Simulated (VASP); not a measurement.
These are revTPSS meta-GGA, VASP's PBE PAW potentials (set 64) (plane waves; VASP) values and carry that method's errors.

The input files of a VASP run:

### KPOINTS
```
Automatic mesh
0
Gamma
15 15 9
0 0 0
```

INCAR:
```
! general
SYSTEM   =  Os
PREC     =  Accurate
ENCUT    =  520   ! plane-wave cut-off (eV)
LREAL    =  .False.   ! projection in real space or not
LASPH    =  .True.

! electronic loop
EDIFF    =  1E-7
NELM     =  100
ALGO     =  Normal   ! blocked Davidson
LMAXMIX  =  6   ! l cut-off of mixed one-centre charges
LMIXTAU  =  .True.

! smearing
ISMEAR   =  1   ! Methfessel-Paxton
SIGMA    =  0.1

! functional
METAGGA  =  RTPSS

! ions
IBRION   =  2   ! conjugate gradients
NSW      =  30   ! most ionic steps
ISIF     =  4
EDIFFG   =  -0.01   ! ionic stop

! output
LWAVE    =  .False.
LCHARG   =  .False.
```

POSCAR:
```
Os
1
    1.3495478723    -2.3374851346     0.0000000000
    1.3495478723     2.3374851346     0.0000000000
    0.0000000000     0.0000000000     4.2607244659
Os
2
Direct
  0.3333330000   0.6666670000   0.2500000000
  0.6666670000   0.3333330000   0.7500000000
```

POTCAR, in this order: Os (PBE.64 set). Program: vasp_std.

The resulting files:

### OUTCAR
```
 ion  position               nearest neighbor table
   1  0.333  0.667  0.250-   2 2.64   2 2.64   2 2.64   2 2.64   2 2.64   2 2.64
   2  0.667  0.333  0.750-   1 2.64   1 2.64   1 2.64   1 2.64   1 2.64   1 2.64
  LATTYP: Found a hexagonal cell.
 ALAT       =     2.6990954437
 C/A-ratio  =     1.5785749540
 Subroutine PRICEL returns:
 Original cell was already a primitive cell.
 Subroutine GETGRP returns: Found 24 space group operations
The static configuration has the point symmetry D_3d.
 The point group associated with its full space group is D_6h.
The dynamic configuration has the point symmetry D_3d.
 Subroutine INISYM returns: Found 24 space group operations
 Subroutine IBZKPT returns following result:
 Found    135 irreducible k-points:

 Following reciprocal coordinates:
            Coordinates               Weight
  0.000000  0.000000  0.000000      1.000000
  0.066667  0.000000  0.000000      6.000000
  0.133333  0.000000  0.000000      6.000000
  0.200000  0.000000  0.000000      6.000000
  0.266667  0.000000  0.000000      6.000000
  0.333333  0.000000  0.000000      6.000000
  0.400000  0.000000  0.000000      6.000000
  0.466667  0.000000  0.000000      6.000000
  0.066667  0.066667  0.000000      6.000000
  0.133333  0.066667  0.000000     12.000000
  0.200000  0.066667  0.000000     12.000000
  0.266667  0.066667  0.000000     12.000000
  0.333333  0.066667  0.000000     12.000000
  0.400000  0.066667  0.000000     12.000000
  0.466667  0.066667  0.000000      6.000000
  0.133333  0.133333  0.000000      6.000000
  0.200000  0.133333  0.000000     12.000000
  0.266667  0.133333  0.000000     12.000000
  0.333333  0.133333  0.000000     12.000000
  0.400000  0.133333  0.000000     12.000000
  0.200000  0.200000  0.000000      6.000000
  0.266667  0.200000  0.000000     12.000000
  0.333333  0.200000  0.000000     12.000000
  0.400000  0.200000  0.000000      6.000000
  0.266667  0.266667  0.000000      6.000000
  0.333333  0.266667  0.000000     12.000000
  0.333333  0.333333  0.000000      2.000000
  0.000000  0.000000  0.111111      2.000000
  0.066667  0.000000  0.111111     12.000000
  0.133333  0.000000  0.111111     12.000000
  0.200000  0.000000  0.111111     12.000000
  0.266667  0.000000  0.111111     12.000000
  0.333333  0.000000  0.111111     12.000000
  0.400000  0.000000  0.111111     12.000000
  0.466667  0.000000  0.111111     12.000000
  0.066667  0.066667  0.111111     12.000000
  0.133333  0.066667  0.111111     24.000000
  0.200000  0.066667  0.111111     24.000000
  0.266667  0.066667  0.111111     24.000000
  0.333333  0.066667  0.111111     24.000000
   k-points           NKPTS =    135   k-points in BZ     NKDIM =    135   number of bands    NBANDS=     12
   number of dos      NEDOS =    301   number of ions     NIONS =      2
   total plane-waves  NPLWV =  12800
   dimension x,y,z NGX =    20 NGY =   20 NGZ =   32
   dimension x,y,z NGXF=    40 NGYF=   40 NGZF=   64
   ions per type =               2
   PREC   = accura    normal or accurate (medium, high low for compatibility)
   ISTART =      0    job   : 0-new  1-cont  2-samecut
   ICHARG =      2    charge: 1-file 2-atom 10-const
   ISPIN  =      1    spin polarized calculation?
   LNONCOLLINEAR =      F non collinear calculations
   LSORBIT =      F    spin-orbit coupling
   INIWAV =      1    electr: 0-lowe 1-rand  2-diag
   ENCUT  =  520.0 eV  38.22 Ry    6.18 a.u.   5.02  5.02  7.92*2*pi/ulx,y,z
   NELM   =    100;   NELMIN=  2; NELMDL= -5     # of ELM steps
   EDIFF  = 0.1E-06   stopping-criterion for ELM
   LREAL  =      F    real-space projection
...
```

File OSZICAR:
```
       N       E                     dE             d eps       ncg     rms          rms(c)
DAV:   1     0.231484298859E+03    0.23148E+03   -0.95245E+03  3240   0.162E+03
DAV:   2     0.835364264353E+02   -0.14795E+03   -0.13609E+03  3484   0.458E+02
DAV:   3     0.745561541429E+02   -0.89803E+01   -0.83984E+01  3788   0.100E+02
DAV:   4     0.743505266088E+02   -0.20563E+00   -0.20327E+00  3572   0.155E+01
DAV:   5     0.743479600231E+02   -0.25666E-02   -0.25634E-02  3828   0.145E+00    0.166E+01
DAV:   6     0.780956518691E+02    0.37477E+01   -0.85485E+03  3240   0.792E+04    0.830E+00
DAV:   7    -0.967891361786E+04   -0.97570E+04   -0.97870E+04  5656   0.231E+02    0.617E+02
DAV:   8    -0.179726207430E+05   -0.82937E+04   -0.39828E+03  5420   0.624E+03    0.113E+02
DAV:   9    -0.254403141951E+05   -0.74677E+04   -0.51397E+03  5116   0.179E+03    0.230E+02
DAV:  10    -0.237419053762E+05    0.16984E+04   -0.39225E+03  5404   0.914E+02    0.238E+02
DAV:  11    -0.246403799526E+05   -0.89847E+03   -0.54945E+02  4996   0.952E+02    0.917E+01
DAV:  12     0.565121881126E+02    0.24697E+05   -0.15777E+03  3524   0.663E+01    0.222E+00
DAV:  13     0.561028140998E+02   -0.40937E+00   -0.18051E+00  3732   0.570E+00    0.377E+00
DAV:  14     0.152380619396E+03    0.96278E+02   -0.58243E+04  3244   0.440E+05    0.152E+01
DAV:  15    -0.104064483289E+05   -0.10559E+05   -0.10312E+05  5116   0.566E+01    0.287E+00
DAV:  16    -0.120694065131E+05   -0.16630E+04   -0.37868E+03  5328   0.498E+03    0.134E+02
DAV:  17    -0.179759367131E+05   -0.59065E+04   -0.21057E+03  5632   0.179E+03    0.121E+02
DAV:  18    -0.161452243723E+05    0.18307E+04   -0.29713E+03  5172   0.757E+02    0.288E+02
DAV:  19     0.624080952084E+02    0.16208E+05   -0.19379E+03  3552   0.949E+01    0.217E+00
DAV:  20     0.562757275148E+02   -0.61324E+01   -0.37750E+00  3504   0.254E+01    0.389E+00
DAV:  21     0.564381374200E+02    0.16241E+00   -0.18320E+00  3568   0.682E+00    0.191E+00
DAV:  22     0.560581736255E+02   -0.37996E+00   -0.17539E-01  3432   0.346E+00    0.302E+00
DAV:  23     0.560568959817E+02   -0.12776E-02   -0.17945E-03  3700   0.346E-01    0.324E+00
DAV:  24     0.560553140652E+02   -0.15819E-02   -0.62019E-03  3580   0.106E+00    0.417E+00
DAV:  25     0.560560516467E+02    0.73758E-03   -0.21997E-04  3480   0.169E-01    0.427E+00
DAV:  26     0.560587255935E+02    0.26739E-02   -0.14280E-04  3316   0.157E-01    0.425E+00
DAV:  27     0.560596647299E+02    0.93914E-03   -0.78613E-05  3308   0.132E-01    0.418E+00
DAV:  28     0.560581771232E+02   -0.14876E-02   -0.64704E-05  3644   0.983E-02    0.409E+00
DAV:  29     0.560576345414E+02   -0.54258E-03   -0.38225E-05  3304   0.812E-02    0.406E+00
DAV:  30     0.560563751410E+02   -0.12594E-02   -0.29486E-04  3524   0.178E-01    0.386E+00
DAV:  31     0.560556572035E+02   -0.71794E-03   -0.50300E-05  3668   0.840E-02    0.379E+00
DAV:  32     0.560549076340E+02   -0.74957E-03   -0.20408E-05  3264   0.518E-02    0.373E+00
DAV:  33     0.560548354076E+02   -0.72226E-04   -0.11355E-05  3540   0.405E-02    0.369E+00
DAV:  34     0.560554941748E+02    0.65877E-03   -0.50214E-05  3252   0.107E-01    0.364E+00
DAV:  35     0.560552804716E+02   -0.21370E-03   -0.24554E-05  3264   0.770E-02    0.363E+00
DAV:  36     0.560564413174E+02    0.11608E-02   -0.85720E-05  3448   0.951E-02    0.372E+00
DAV:  37     0.560568837311E+02    0.44241E-03   -0.17376E-05  3360   0.568E-02    0.374E+00
DAV:  38     0.560570690378E+02    0.18531E-03   -0.96789E-06  3352   0.347E-02    0.371E+00
DAV:  39     0.560572906890E+02    0.22165E-03   -0.19370E-06  3264   0.179E-02    0.369E+00
DAV:  40     0.560572978281E+02    0.71391E-05   -0.10294E-07  1820   0.373E-03    0.368E+00
DAV:  41     0.560571028646E+02   -0.19496E-03   -0.17320E-06  3268   0.138E-02    0.374E+00
DAV:  42     0.560565031073E+02   -0.59976E-03   -0.99422E-06  3260   0.280E-02    0.393E+00
DAV:  43     0.560559288838E+02   -0.57422E-03   -0.67837E-06  3272   0.223E-02    0.416E+00
DAV:  44     0.560553903659E+02   -0.53852E-03   -0.74775E-06  3344   0.236E-02    0.437E+00
DAV:  45     0.560550485673E+02   -0.34180E-03   -0.45722E-06  3520   0.198E-02    0.450E+00
DAV:  46     0.560547448172E+02   -0.30375E-03   -0.63085E-06  3384   0.237E-02    0.454E+00
DAV:  47     0.560545668271E+02   -0.17799E-03   -0.26169E-05  3508   0.517E-02    0.439E+00
DAV:  48     0.560546017188E+02    0.34892E-04   -0.75323E-06  3256   0.387E-02    0.405E+00
DAV:  49     0.560545775005E+02   -0.24218E-04   -0.79038E-06  3248   0.311E-02    0.376E+00
DAV:  50     0.560546009161E+02    0.23416E-04   -0.70861E-06  3320   0.327E-02    0.360E+00
DAV:  51     0.560546655361E+02    0.64620E-04   -0.72220E-05  3480   0.803E-02    0.369E+00
DAV:  52     0.560546616837E+02   -0.38524E-05   -0.16860E-05  3840   0.500E-02    0.334E+00
DAV:  53     0.560546408736E+02   -0.20810E-04   -0.53666E-06  3852   0.250E-02    0.289E+00
DAV:  54     0.560546180794E+02   -0.22794E-04   -0.41728E-06  3748   0.213E-02    0.244E+00
DAV:  55     0.560546173020E+02   -0.77737E-06   -0.10085E-06  3284   0.106E-02    0.198E+00
DAV:  56     0.560546249891E+02    0.76871E-05   -0.13633E-06  3264   0.123E-02    0.137E+00
DAV:  57     0.560546291274E+02    0.41383E-05   -0.21254E-06  3268   0.181E-02    0.105E+00
DAV:  58     0.560546325606E+02    0.34332E-05   -0.35631E-06  3568   0.226E-02    0.767E-01
DAV:  59     0.560546326269E+02    0.66276E-07   -0.32008E-06  3640   0.224E-02    0.511E-01
DAV:  60     0.560546315279E+02   -0.10989E-05   -0.18075E-06  3440   0.166E-02    0.309E-01
DAV:  61     0.560546393669E+02    0.78390E-05   -0.97915E-06  3248   0.345E-02    0.188E-02
DAV:  62     0.560546328994E+02   -0.64675E-05   -0.54523E-06  3244   0.232E-02    0.970E-03
DAV:  63     0.560546306196E+02   -0.22798E-05   -0.13929E-06  3248   0.114E-02    0.687E-04
DAV:  64     0.560546303559E+02   -0.26375E-06   -0.12319E-07  1696   0.441E-03    0.144E-03
DAV:  65     0.560546300933E+02   -0.26262E-06   -0.35385E-08  1620   0.252E-03    0.503E-04
DAV:  66     0.560546300926E+02   -0.69622E-09   -0.13973E-08  1620   0.643E-04
   1 F= 0.56054630E+02 E0= 0.56054323E+02  d E =0.560546E+02
       N       E                     dE             d eps       ncg     rms          rms(c)
DAV:   1     0.560507943151E+02   -0.38358E-02   -0.45242E-01  3308   0.594E+00    0.357E-01
DAV:   2     0.560555484399E+02    0.47541E-02   -0.53873E-03  3920   0.998E-01    0.181E-01
DAV:   3     0.560567650461E+02    0.12166E-02   -0.25589E-03  3344   0.426E-01    0.308E-02
DAV:   4     0.560566370516E+02   -0.12799E-03   -0.21745E-04  3548   0.157E-01    0.212E-02
DAV:   5     0.560565828872E+02   -0.54164E-04   -0.20611E-05  3564   0.715E-02    0.117E-02
DAV:   6     0.560565842389E+02    0.13517E-05   -0.15525E-06  3600   0.165E-02    0.132E-03
DAV:   7     0.560565826899E+02   -0.15491E-05   -0.57209E-07  3464   0.863E-03    0.877E-04
DAV:   8     0.560565822646E+02   -0.42534E-06   -0.17119E-07  1992   0.505E-03    0.445E-04
DAV:   9     0.560565821530E+02   -0.11158E-06   -0.28877E-08  1632   0.282E-03    0.125E-04
DAV:  10     0.560565821003E+02   -0.52674E-07   -0.25647E-09  1632   0.657E-04
   2 F= 0.56056582E+02 E0= 0.56056481E+02  d E =0.195201E-02
       N       E                     dE             d eps       ncg     rms          rms(c)
DAV:   1     0.560514102248E+02   -0.51719E-02   -0.20789E-01  3296   0.403E+00    0.241E-01
DAV:   2     0.560535761615E+02    0.21659E-02   -0.24444E-03  3896   0.671E-01    0.122E-01
DAV:   3     0.560541287943E+02    0.55263E-03   -0.11830E-03  3328   0.289E-01    0.199E-02
DAV:   4     0.560540627320E+02   -0.66062E-04   -0.99146E-05  3532   0.106E-01    0.143E-02
DAV:   5     0.560540400932E+02   -0.22639E-04   -0.92667E-06  3556   0.480E-02    0.797E-03
DAV:   6     0.560540377937E+02   -0.22995E-05   -0.71521E-07  3604   0.112E-02    0.858E-04
DAV:   7     0.560540367155E+02   -0.10782E-05   -0.25337E-07  2936   0.579E-03    0.596E-04
DAV:   8     0.560540367368E+02    0.21339E-07   -0.85183E-08  1652   0.364E-03
   3 F= 0.56054037E+02 E0= 0.56053773E+02  d E =-.593356E-03
```

**OUTCAR**
```
------------------------ aborting loop because EDIFF is reached ----------------------------------------
  FORCE on cell =-STRESS in cart. coord.  units (eV):
  Direction    XX          YY          ZZ          XY          YZ          ZX
  --------------------------------------------------------------------------------------
  Total        2.4496714      2.4496707      2.4492282      0.0000000      0.0000000     -0.0000000
  in kB      146.0050322    146.0049873    145.9786124      0.0000000      0.0000000     -0.0000000
  external PRESSURE =     145.9962106 kB  Pullay stress =       0.0000000 kB
  volume of cell :       26.88
      direct lattice vectors                 reciprocal lattice vectors
     1.347870475 -2.334579786  0.000000000     0.370955525 -0.214171305  0.000000000
     1.347870475  2.334579786  0.000000000     0.370955525  0.214171305  0.000000000
    -0.000000000  0.000000000  4.271335855     0.000000000  0.000000000  0.234118794
 POSITION                                       TOTAL-FORCE (eV/Angst)
 -----------------------------------------------------------------------------------
      1.34787      0.77819      1.06783         0.000000      0.000000      0.000000
      1.34787     -0.77819      3.20350        -0.000000     -0.000000      0.000000
 -----------------------------------------------------------------------------------
    total drift:                                0.000000      0.000015     -0.000019
  FREE ENERGIE OF THE ION-ELECTRON SYSTEM (eV)
  ---------------------------------------------------
  free  energy   TOTEN  =        56.0540367368 eV

  energy  without entropy=       56.0532454803  energy(sigma->0) =       56.05377298

 reached required accuracy - stopping structural energy minimisation
```
(Selected blocks of OUTCAR.)

**CONTCAR**
```
Os
   1.00000000000000
     1.3478704751890016   -2.3345797855563486    0.0000000000000000
     1.3478704751890016    2.3345797855563486    0.0000000000000000
    -0.0000000000000000    0.0000000000000000    4.2713358554963872
  Os
     2
Direct
     0.3333330000000032    0.6666669999999968    0.2500000000000000
     0.6666669999999968    0.3333330000000032    0.7500000000000000
```

File OUTCAR:
```
 val. band max:        9.9526647099   @ k =   0.1333   0.0000   0.3333

 cond. band min:       9.9963630542   @ k =   0.2000   0.0667   0.3333


 Fermi energy:         9.9569623765

 k-point     1 :       0.0000    0.0000    0.0000
  band No.  band energies     occupation
      1      -1.2992      2.00000
      2       1.7725      2.00000
      3       6.6960      2.00000
      4       6.6960      2.00000
      5       6.9489      2.00000
      6       7.5969      2.00000
      7       7.5969      2.00000
      8       8.3232      2.00000
      9       8.3232      2.00000
     10       9.9222      1.55090
     11      11.7401     -0.00000
     12      11.7401     -0.00000

 k-point     2 :       0.0667    0.0000    0.0000
  band No.  band energies     occupation
      1      -1.1103      2.00000
      2       1.9409      2.00000
      3       6.3005      2.00000
      4       6.8648      2.00000
      5       7.2870      2.00000
      6       7.4839      2.00000
      7       7.7552      2.00000
      8       8.0705      2.00000
      9       8.1839      2.00000
     10       9.1378      2.00000
     11      11.8387     -0.00000
     12      12.8190      0.00000

 k-point     3 :       0.1333    0.0000    0.0000
  band No.  band energies     occupation
      1      -0.5682      2.00000
      2       2.3930      2.00000
      3       5.7562      2.00000
      4       7.1010      2.00000
      5       7.1480      2.00000
      6       7.3622      2.00000
      7       7.8179      2.00000
      8       7.8330      2.00000
      9       8.2195      2.00000
     10       8.4940      2.00000
     11      12.0723      0.00000
     12      14.5755      0.00000

 k-point     4 :       0.2000    0.0000    0.0000
  band No.  band energies     occupation
      1       0.2462      2.00000
      2       2.9131      2.00000
      3       5.3420      2.00000
      4       5.8925      2.00000
      5       6.8236      2.00000
      6       7.3941      2.00000
...
```

Unless said otherwise, spin-orbit coupling is left out, though it shifts the bands of the heavy elements here.

The compound is Os in the hcp structure. This cell is one point of a volume scan, at 0.97 of the reference volume. Symmetry was kept, so distortions that lower it aren't found.
